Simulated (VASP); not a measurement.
Data:

```yaml
crystal:
  lattice:
    - [0.00000, 2.85753, 2.85753]
    - [2.85753, 0.00000, 2.85753]
    - [2.85753, 2.85753, 0.00000]
  atoms:
    - { symbol: Ga, position: [0.00000, 0.00000, 0.00000] }
    - { symbol: As, position: [0.25000, 0.25000, 0.25000] }
```

Computed with rev-vdW-DF2, VASP's PBE PAW potentials (set 64) (plane waves; VASP). Run with 520 eV cut-off, 7×7×7 Γ-centred mesh, Gaussian smearing of 0.050 eV, potentials Ga_d As.

What does the run give for the energy per atom (σ→0), band gap (on the k-mesh) with the smallest direct gap where there is one?

| Quantity | Value |
|---|---|
| band gap (on the k-mesh) | 0.15 eV |
| smallest direct gap (on the k-mesh) | 0.15 eV |
| energy per atom (σ→0) | -1.950 eV/atom |

The absolute energy has meaning only against runs of the same code, potentials and settings.

The compound is GaAs in the zinc blende structure. It was relaxed first. The start is the result of an earlier pass.
